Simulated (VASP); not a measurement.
# TiTePbS with revPBE: from relaxation to properties, part 4 of 5

Wanted: the relaxed cell of TiTePbS and its properties. The cell is invented: it takes the structure of a Materials Project entry for TePb2S (space group 123 there), with some of its atoms replaced by other elements, volume scaled by an estimate. It may not be a known or stable phase.

VASP 6.6.1, plane waves and PAW; the level of theory is named at each step.

Still holding for the runs below: This run has no spin polarisation, although Ti can carry a moment. The k-mesh is coarse for a metal.

So far. Step 4 (Density, ELF and potential (revPBE)): In this run the pressure is -0.03 GPa, small enough to go on. Step 5 (Band structure (revPBE)): There is no gap at this level. The relaxed cell has a = 4.106, c = 6.126 Å (conventional setting).

## Step 6: Total and projected DOS (revPBE)

Level of this step: revPBE, no spin polarisation; plane waves and PAW (Pb_d, Te, Ti_sv, S); invented cell (VASP).

Here the states are counted by energy and projected on the atoms. The mesh is finer than in the run before.

INCAR

```
SYSTEM = TiTePbS
PREC = Accurate
ENCUT = 400
EDIFF = 1E-06
NELM = 100
ISMEAR = -5
SIGMA = 0.05
LREAL = .FALSE.
ALGO = Normal
GGA = RE
NBANDS = 33
LORBIT = 11
LWAVE = .FALSE.
LCHARG = .FALSE.
KPAR = 2
NEDOS = 2001
```

POSCAR

```
TiTePbS
1.0
    4.1063267957      0.0000000000      0.0000000000
    0.0000000000      4.1063267957      0.0000000000
    0.0000000000      0.0000000000      6.1264836247
Pb Te Ti S
1 1 1 1
Direct
    0.5000000000      0.5000000000      0.5000000000
    0.5000000000      0.5000000000      0.0000000000
    0.0000000000      0.0000000000      0.0000000000
    0.0000000000      0.0000000000      0.5000000000
```

KPOINTS

```
Automatic mesh
0
Gamma
7 7 5
0 0 0
```

Potentials, in the order of the species: Pb_d, Te, Ti_sv and S (PBE family, release 64).

On the command line:

```sh
mpirun -np 2 vasp_std
```

The program printed:

```text
[... set-up lines as in an earlier step ...]
 entering main loop
       N       E                     dE             d eps       ncg     rms          rms(c)
DAV:   1     0.358950805855E+03    0.35895E+03   -0.14683E+04  1980   0.992E+02
DAV:   2     0.143554344179E+02   -0.34460E+03   -0.32756E+03  2077   0.314E+02
DAV:   3    -0.191655927577E+02   -0.33521E+02   -0.32597E+02  2666   0.108E+02
DAV:   4    -0.207665881413E+02   -0.16010E+01   -0.15925E+01  2776   0.222E+01
DAV:   5    -0.208069023349E+02   -0.40314E-01   -0.40077E-01  2760   0.329E+00    0.138E+01
DAV:   6    -0.213514281289E+02   -0.54453E+00   -0.47371E+01  2555   0.213E+01    0.170E+01
DAV:   7    -0.186409880512E+02    0.27104E+01   -0.54453E+01  2270   0.241E+01    0.512E+00
DAV:   8    -0.183824803813E+02    0.25851E+00   -0.92896E-01  2234   0.484E+00    0.138E+00
DAV:   9    -0.183774284132E+02    0.50520E-02   -0.10702E-01  2730   0.156E+00    0.666E-01
DAV:  10    -0.183813613906E+02   -0.39330E-02   -0.79790E-03  2763   0.582E-01    0.295E-01
DAV:  11    -0.183823357320E+02   -0.97434E-03   -0.97324E-04  2665   0.179E-01    0.119E-01
DAV:  12    -0.183823985162E+02   -0.62784E-04   -0.31772E-04  2393   0.116E-01    0.393E-02
DAV:  13    -0.183823803989E+02    0.18117E-04   -0.45197E-05  2493   0.361E-02    0.895E-03
DAV:  14    -0.183823730813E+02    0.73176E-05   -0.80774E-06  2289   0.114E-02    0.600E-03
DAV:  15    -0.183823716076E+02    0.14737E-05   -0.74647E-07  1615   0.464E-03    0.264E-03
DAV:  16    -0.183823719106E+02   -0.30294E-06   -0.25959E-07  1125   0.307E-03
   1 F= -.18382372E+02 E0= -.18382372E+02  d E =0.000000E+00
 -----------------------------------------------------------------------------
|                                                                             |
|           W    W    AA    RRRRR   N    N  II  N    N   GGGG   !!!           |
|           W    W   A  A   R    R  NN   N  II  NN   N  G    G  !!!           |
|           W    W  A    A  R    R  N N  N  II  N N  N  G       !!!           |
|           W WW W  AAAAAA  RRRRR   N  N N  II  N  N N  G  GGG   !            |
|           WW  WW  A    A  R   R   N   NN  II  N   NN  G    G                |
|           W    W  A    A  R    R  N    N  II  N    N   GGGG   !!!           |
|                                                                             |
|     Tetrahedron method does not include variations of the Fermi             |
|     occupations, so forces and stress will be inaccurate. We suggest        |
|     using a different smearing scheme ISMEAR = 1 or 2 for metals in         |
|     relaxations.                                                            |
|                                                                             |
 -----------------------------------------------------------------------------
```

Run time: 64 s. Hardware: 2 MPI ranks of AMD EPYC 7R43, shared host; peak memory 0.38 GiB; 1.8 min of CPU time.

OUTCAR, selected parts (step 6):

```text
   k-points           NKPTS =     30   k-points in BZ     NKDIM =     30   number of bands    NBANDS=     33

   NELECT =      38.0000    total number of electrons

 E-fermi :   7.3920

 k-point     1 :       0.0000    0.0000    0.0000
  band No.  band energies     occupation
    ...
     16       5.0008      2.00000
     17       5.2454      2.00000
     18       5.2454      2.00000
     19       6.1236      2.00000
     20       7.1608      2.42280
     21       7.4041      0.00000
     22       7.4041      0.00000
     23       7.6177      0.00000
     24       8.9978      0.00000
     25      11.4135      0.00000
    ...

  Total        0.0708596      0.0708596      0.0509717      0.0000000      0.0000000     -0.0000000
  in kB        1.0989829      1.0989829      0.7905354      0.0000000      0.0000000     -0.0000000
  external PRESSURE =       0.9961671 kB  Pullay stress =       0.0000000 kB

  FREE ENERGIE OF THE ION-ELECTRON SYSTEM (eV)
  ---------------------------------------------------
  free  energy   TOTEN  =       -18.3823719106 eV

  energy  without entropy=      -18.3823719106  energy(sigma->0) =      -18.38237191

[... 7 parts as in an earlier step ...]

[... 10 further parts left out ...]
```

The DOS at the Fermi level is high for the number of transition-metal atoms. It is one value on this mesh and may be a narrow spike; if it stands, a magnetic instability is possible, which a run without spin can't show. With tetrahedra the forces and stress of a metal are not exact derivatives of the energy.

This step gave:

```yaml
scf_cycles: 16
irreducible_k_points: 30
free_energy_toten: -18.38 eV
fermi_energy: 7.392 eV
pressure: 0.09962 GPa
dos_at_the_fermi_level: 5.765 states/eV/cell
```

The density of states has structure finer than the step of the table below, so its rows give means over 0.5 eV, whole bins alone (the curve runs from -12.0 to 3.60 eV). Peaks (eV: height): total -3.54: 5.89, 0.29: 12.5, 0.45: 12.6, 1.42: 5.22; Ti d 0.29: 9.22, 0.45: 8.97, 1.42: 1.84; S p -3.54: 1.26, -3.39: 0.969, -2.83: 1.26, -2.11: 0.613; Te p -5.50: 0.842, -4.22: 0.672, -3.50: 1.06, -2.87: 0.711; Pb p 0.71: 0.446, 1.35: 0.561, 1.42: 0.750, 3.42: 0.526.

States under -12.0 eV and over 3.6 eV are left out. The density of states by energy, zero at the Fermi level; means over each step; values in states/eV/cell:

```
energy (eV)   total     Ti d      S p     Te p     Pb p     Pb s
      -10.5       0        0        0        0        0        0
      -10.0  0.0694   1.2e-4  0.00336  0.00200   1.9e-4   0.0361
       -9.5   0.837  0.00125   0.0349   0.0238  0.00314    0.440
       -9.0    1.62  0.00239   0.0635   0.0368  0.00738    0.850
       -8.5    1.14  0.00188   0.0397   0.0205  0.00584    0.598
       -8.0   0.314   1.7e-4  0.00830  0.00644  0.00187    0.163
       -7.5  0.0347        0   6.5e-4   4.4e-4   1.7e-4   0.0189
       -7.0       0        0        0        0        0        0
       -6.5       0        0        0        0        0        0
       -6.0   0.140  0.00160   0.0170   0.0222  0.00910   4.6e-4
       -5.5    2.71   0.0496    0.284    0.493    0.138   0.0128
       -5.0    2.59   0.0616    0.343    0.421    0.156   0.0272
       -4.5    2.46   0.0775    0.350    0.443    0.156   0.0170
       -4.0    3.84    0.178    0.678    0.671    0.209   0.0374
       -3.5    4.57    0.352    0.970    0.767    0.131   0.0336
       -3.0    3.65    0.218    0.900    0.624   0.0881   0.0399
       -2.5    1.78   0.0963    0.397    0.333   0.0504   0.0932
       -2.0    2.16    0.151    0.485    0.235   0.0872    0.289
       -1.5   0.273   0.0198   0.0789  0.00794   0.0110   0.0448
       -1.0   0.198    0.113   6.2e-5  0.00704   7.6e-5        0
       -0.5    1.47    0.929   0.0103   0.0308  0.00324   2.3e-4
        0.0    6.24     4.37   0.0762   0.0593   0.0798  0.00595
        0.5    8.28     5.59    0.118    0.124    0.308   0.0192
        1.0    3.25     1.55    0.103    0.109    0.299   0.0145
        1.5    3.27     1.03    0.117    0.163    0.530   0.0299
        2.0    2.12    0.489    0.112   0.0792    0.305   0.0133
        2.5    1.50    0.249    0.125   0.0667    0.241   0.0124
        3.0    2.11    0.175    0.200    0.105    0.425   0.0190
```

The finer mesh and the other smearing move the Fermi level by -0.01 eV from the 5×5×3 run, a small shift, which tests the Fermi level alone. Of the states within 0.3 eV of the Fermi level, the largest shares in the PAW spheres are Ti d 70 %. The rest lies in smaller channels or between the spheres.

## Step 7: Band structure (r2SCAN)

This step: r2SCAN, no spin polarisation; plane waves and PAW (Pb_d, Te, Ti_sv, S); invented cell (VASP 6.6.1).

Levels along the symmetry lines show where the bands peak and cross; KPOINTS_OPT computes them in the converged potential. r2SCAN adds the kinetic-energy density, costs more than a GGA and is run with LASPH.

INCAR

```
SYSTEM = TiTePbS
PREC = Accurate
ENCUT = 400
EDIFF = 1E-06
NELM = 100
ISMEAR = 0
SIGMA = 0.05
LREAL = .FALSE.
ALGO = Normal
METAGGA = R2SCAN
LASPH = .TRUE.
NBANDS = 33
LORBIT = 11
LWAVE = .FALSE.
LCHARG = .FALSE.
KPAR = 2
```

POSCAR is that of step 6.

KPOINTS

```
Automatic mesh
0
Gamma
5 5 3
0 0 0
```

KPOINTS_OPT

```
Line mode
16
Line-mode
Reciprocal
  0.00000000   0.00000000   0.00000000 GAMMA
  0.00000000   0.50000000   0.00000000 X

  0.00000000   0.50000000   0.00000000 X
  0.50000000   0.50000000   0.00000000 M

  0.50000000   0.50000000   0.00000000 M
  0.00000000   0.00000000   0.00000000 GAMMA

  0.00000000   0.00000000   0.00000000 GAMMA
  0.00000000   0.00000000   0.50000000 Z

  0.00000000   0.00000000   0.50000000 Z
  0.00000000   0.50000000   0.50000000 R

  0.00000000   0.50000000   0.50000000 R
  0.50000000   0.50000000   0.50000000 A

  0.50000000   0.50000000   0.50000000 A
  0.00000000   0.00000000   0.50000000 Z

  0.00000000   0.50000000   0.00000000 X
  0.00000000   0.50000000   0.50000000 R

  0.50000000   0.50000000   0.00000000 M
  0.50000000   0.50000000   0.50000000 A
```

On the command line:

```sh
mpirun -np 2 vasp_std
```

The program printed:

```text
[banner, memory and clock lines left out]
running    2 mpi-ranks, on    1 nodes
 distrk:  each k-point on    1 cores,    2 groups
 distr:  one band on    1 cores,    1 groups

 POSCAR found type information on POSCAR PbTeTiS
 POSCAR found :  4 types and       4 ions
 [... a notice as in an earlier step ...]

 LDA part: xc-table for (None), standard interpolation
 POSCAR, INCAR and KPOINTS ok, starting setup
 FFT: planning ... GRIDC
 FFT: planning ... GRID_SOFT
 FFT: planning ... GRID
 WAVECAR not read
 entering main loop
       N       E                     dE             d eps       ncg     rms          rms(c)
DAV:   1     0.275913407508E+03    0.27591E+03   -0.14958E+04   792   0.102E+03
DAV:   2    -0.792379963116E+02   -0.35515E+03   -0.33724E+03   833   0.320E+02
DAV:   3    -0.112948405798E+03   -0.33710E+02   -0.32798E+02  1030   0.110E+02
DAV:   4    -0.114820937411E+03   -0.18725E+01   -0.18520E+01  1144   0.247E+01
DAV:   5    -0.114868544086E+03   -0.47607E-01   -0.47580E-01  1024   0.362E+00    0.145E+01
DAV:   6    -0.106269948739E+03    0.85986E+01   -0.52525E+01   910   0.340E+01    0.136E+01
DAV:   7    -0.104151461281E+03    0.21185E+01   -0.33585E+01   910   0.205E+01    0.480E+00
DAV:   8    -0.104069558271E+03    0.81903E-01   -0.64297E-01   901   0.362E+00    0.243E+00
DAV:   9    -0.104087520357E+03   -0.17962E-01   -0.15434E-01  1061   0.227E+00    0.110E+00
DAV:  10    -0.104097991184E+03   -0.10471E-01   -0.16838E-02  1038   0.847E-01    0.477E-01
DAV:  11    -0.104099689558E+03   -0.16984E-02   -0.25367E-03  1001   0.364E-01    0.131E-01
DAV:  12    -0.104099805928E+03   -0.11637E-03   -0.34697E-04   951   0.111E-01    0.955E-02
DAV:  13    -0.104099837480E+03   -0.31552E-04   -0.53939E-05  1164   0.474E-02    0.298E-02
DAV:  14    -0.104099848838E+03   -0.11359E-04   -0.55267E-05   926   0.437E-02    0.108E-02
DAV:  15    -0.104099848133E+03    0.70513E-06   -0.54315E-06   967   0.153E-02
   1 F= -.10409985E+03 E0= -.10409513E+03  d E =-.943511E-02
 Start KPOINTS_OPT (optional k-point list driver)
k-point batch [1-12\144]
       N       E                     dE             ncg
DAV:   1     0.454302879824E+03   -0.27524E+04      800
DAV:   2    -0.385324023519E+04   -0.43075E+04      843
DAV:   3    -0.427859202048E+04   -0.42535E+03     1089
DAV:   4    -0.429864352665E+04   -0.20052E+02     1120
DAV:   5    -0.429917397601E+04   -0.53045E+00     1088
DAV:   6    -0.429918855472E+04   -0.14579E-01     1119
DAV:   7    -0.429918876380E+04   -0.20907E-03     1104
DAV:   8    -0.429918876796E+04   -0.41661E-05     1030
DAV:   9    -0.429918876806E+04   -0.99238E-07      768
[...]
k-point batch [133-144\144]
       N       E                     dE             ncg
DAV:   1     0.132394233738E+03   -0.13581E+05      792
DAV:   2    -0.401231010470E+04   -0.41447E+04      834
DAV:   3    -0.438049770777E+04   -0.36819E+03     1104
DAV:   4    -0.439460392691E+04   -0.14106E+02     1072
DAV:   5    -0.439512163815E+04   -0.51771E+00     1088
DAV:   6    -0.439512726570E+04   -0.56276E-02     1112
DAV:   7    -0.439512739171E+04   -0.12601E-03     1088
DAV:   8    -0.439512739299E+04   -0.12782E-05      928
DAV:   9    -0.439512739307E+04   -0.76916E-07      696
```

The job ended after 9.2 min (2 MPI ranks; peak memory 0.3 GiB; 16 min of CPU time).

From OUTCAR (step 7):

```text
   NELECT =      38.0000    total number of electrons

 E-fermi :   7.3509

 k-point     1 :       0.0000    0.0000    0.0000
  band No.  band energies     occupation
    ...
     18       4.8671      2.00000
     19       6.0519      2.00000
     20       7.0545      2.00000
     21       7.3354      1.33853
     22       7.3354      1.33853
     23       7.8525      0.00000
     24       9.3141      0.00000
     25      11.6129      0.00000
     26      12.6030      0.00000
     27      12.6030      0.00000
    ...

  Total       -1.4253393     -1.4253393     -1.1259390      0.0000000      0.0000000      0.0000000
  in kB      -22.1060197    -22.1060197    -17.4625301      0.0000000      0.0000000      0.0000000
  external PRESSURE =     -20.5581899 kB  Pullay stress =       0.0000000 kB

  FREE ENERGIE OF THE ION-ELECTRON SYSTEM (eV)
  ---------------------------------------------------
  free  energy   TOTEN  =      -104.0998481333 eV

  energy  without entropy=     -104.0904130258  energy(sigma->0) =     -104.09513058

[... 9 parts as in an earlier step ...]

[... 9 further parts left out ...]
```

At this level the cell is under a tension of 2.1 GPa, so at these settings it is away from equilibrium.

Numbers from this step:

```
SCF cycles              : 15
irreducible k-points    : 12
free energy (TOTEN)     : -104.0998 eV
energy at zero smearing : -104.0951 eV
Fermi energy            : 7.351 eV
pressure                : -2.056 GPa
```

The electronic bands at the labelled points (eV, zero at the Fermi level; # counts the bands kept, so #1 is VASP's band 12):

```
          point     #5     #6     #7     #8     #9    #10    #11   #12
              Γ  -2.61  -2.48  -2.48  -1.30  -0.30  -0.02  -0.02  0.50
0.53 of the way  -3.22  -3.06  -2.60  -0.29   0.05   0.23   0.56  1.22
              X  -3.89  -2.85  -1.36   0.10   0.41   0.43   0.55  0.74
0.53 of the way  -4.32  -3.73  -3.47  -0.39  -0.16   0.52   0.66  1.32
              M  -4.34  -4.34  -3.58  -0.76  -0.76   0.52   0.64  0.90
0.47 of the way  -3.80  -3.38  -2.35  -0.44   0.23   0.42   0.49  0.66
              Γ  -2.61  -2.48  -2.48  -1.30  -0.30  -0.02  -0.02  0.50
0.53 of the way  -2.76  -2.64  -2.64  -1.29  -0.30   0.13   0.13  0.90
              Z  -2.77  -2.77  -2.31  -1.28  -0.30   0.23   0.23  0.67
0.47 of the way  -3.42  -3.35  -2.09  -0.44   0.27   0.58   0.90  0.98
              R  -2.90  -2.81  -1.27  -0.08   0.33   0.35   0.42  1.28
0.53 of the way  -4.33  -3.77  -1.99  -0.02   0.53   0.57   0.59  1.37
              A  -5.03  -4.10  -1.39  -0.23  -0.23   0.35   0.55  0.64
0.53 of the way  -3.78  -2.76  -1.77   0.02   0.11   0.27   0.76  1.14
              Z  -2.77  -2.77  -2.31  -1.28  -0.30   0.23   0.23  0.67
      jump to X  -3.89  -2.85  -1.36   0.10   0.41   0.43   0.55  0.74
0.47 of the way  -3.80  -2.87  -1.39   0.20   0.28   0.42   0.58  1.20
              R  -2.90  -2.81  -1.27  -0.08   0.33   0.35   0.42  1.28
      jump to M  -4.34  -4.34  -3.58  -0.76  -0.76   0.52   0.64  0.90
0.47 of the way  -4.62  -3.83  -3.49  -0.51  -0.51   0.54   0.64  0.86
              A  -5.03  -4.10  -1.39  -0.23  -0.23   0.35   0.55  0.64
```

Of the projections kept (Pb, Te, Ti, S), the largest for each band there; the rest of the weight can lie on other orbitals:

```
point       #5       #6       #7       #8       #9      #10      #11      #12
    Γ   S 0.66  Te 0.77  Te 0.77  Ti 0.94  Ti 0.96  Ti 0.99  Ti 0.99  Ti 0.97
    X   S 0.92   S 0.93   S 0.65  Ti 1.00  Ti 0.99  Ti 0.93  Ti 0.73  Ti 0.48
    M  Te 0.59  Te 0.59   S 0.96  Ti 0.96  Ti 0.96  Ti 0.96  Ti 1.00  Ti 0.93
    Γ   S 0.66  Te 0.77  Te 0.77  Ti 0.94  Ti 0.96  Ti 0.99  Ti 0.99  Ti 0.97
    Z  Te 0.92  Te 0.92  Te 0.65  Ti 0.95  Ti 0.96  Ti 0.97  Ti 0.97  Ti 0.46
    R   S 0.90  Te 0.56   S 0.36  Pb 0.68  Ti 0.97  Pb 0.79  Ti 0.99  Pb 0.97
```

There is no gap at this level.

## Step 8: Starting orbitals for the hybrid

This step: PBE, no spin polarisation; plane waves and PAW (Pb_d, Te, Ti_sv, S); invented cell (VASP 6.6.1).

A hybrid converges badly from random orbitals, so a cheap semilocal run writes a WAVECAR on the same mesh first.

INCAR

```
SYSTEM = TiTePbS
PREC = Accurate
ENCUT = 400
EDIFF = 1E-05
NELM = 100
ISMEAR = 0
SIGMA = 0.05
LREAL = .FALSE.
ALGO = Normal
GGA = PE
NBANDS = 25
LORBIT = 11
LWAVE = .TRUE.
LCHARG = .FALSE.
KPAR = 2
```

POSCAR is that of step 7.

KPOINTS

```
Automatic mesh
0
Gamma
4 4 3
0 0 0
```

On the command line:

```sh
mpirun -np 2 vasp_std
```

The program printed:

```text
[banner, memory and clock lines left out]
running    2 mpi-ranks, on    1 nodes
 distrk:  each k-point on    1 cores,    2 groups
 distr:  one band on    1 cores,    1 groups

 POSCAR found type information on POSCAR PbTeTiS
 POSCAR found :  4 types and       4 ions
 LDA part: xc-table for (Slater+PW92), standard interpolation
 POSCAR, INCAR and KPOINTS ok, starting setup
 FFT: planning ... GRIDC
 FFT: planning ... GRID_SOFT
 FFT: planning ... GRID
 WAVECAR not read
 entering main loop
       N       E                     dE             d eps       ncg     rms          rms(c)
DAV:   1     0.344992964108E+03    0.34499E+03   -0.15445E+04   600   0.131E+03
DAV:   2     0.128383419052E+02   -0.33215E+03   -0.32570E+03   635   0.383E+02
DAV:   3    -0.205526279445E+02   -0.33391E+02   -0.33075E+02   884   0.129E+02
DAV:   4    -0.220525873882E+02   -0.15000E+01   -0.14935E+01   861   0.265E+01
DAV:   5    -0.221119741803E+02   -0.59387E-01   -0.59197E-01   888   0.438E+00    0.129E+01
DAV:   6    -0.216675675598E+02    0.44441E+00   -0.53036E+01   812   0.270E+01    0.126E+01
DAV:   7    -0.198356285654E+02    0.18319E+01   -0.30504E+01   795   0.254E+01    0.448E+00
DAV:   8    -0.197231133672E+02    0.11252E+00   -0.12714E+00   688   0.541E+00    0.164E+00
DAV:   9    -0.197178982444E+02    0.52151E-02   -0.29812E-01   870   0.247E+00    0.135E+00
DAV:  10    -0.197127212644E+02    0.51770E-02   -0.11585E-02   777   0.697E-01    0.114E+00
DAV:  11    -0.197073958840E+02    0.53254E-02   -0.13071E-02   813   0.683E-01    0.407E-01
DAV:  12    -0.197099512842E+02   -0.25554E-02   -0.13315E-02   793   0.647E-01    0.824E-01
DAV:  13    -0.197110459073E+02   -0.10946E-02   -0.82338E-04   847   0.163E-01    0.944E-01
DAV:  14    -0.197092735200E+02    0.17724E-02   -0.42933E-04   698   0.109E-01    0.714E-01
DAV:  15    -0.197076662838E+02    0.16072E-02   -0.73027E-03   766   0.403E-01    0.390E-01
DAV:  16    -0.197072336954E+02    0.43259E-03   -0.11187E-03   696   0.191E-01    0.786E-02
DAV:  17    -0.197072389260E+02   -0.52306E-05   -0.60229E-05   627   0.455E-02
   1 F= -.19707239E+02 E0= -.19701097E+02  d E =-.122831E-01
 writing wavefunctions
```

Elapsed: 27 s, on 2 MPI ranks; peak memory 0.31 GiB; 46 s of CPU time.

[end of part 4 of 5]

[Lines on the potential files, build, host, timing and source positions are cut from VASP's logs without a mark.]

[Logs are printed without paths, hosts, clocks, repeated set-up lines and the standing remarks that a program may print on its own settings, such as how far it seeks lower states.]

[Hosts, paths, dates, database ids (printed as entryN), source tags and the programs' standing remarks are cut or masked in the printed files.]

[A measured line is paired with the nearest computed mode of its activity, which favours agreement.]
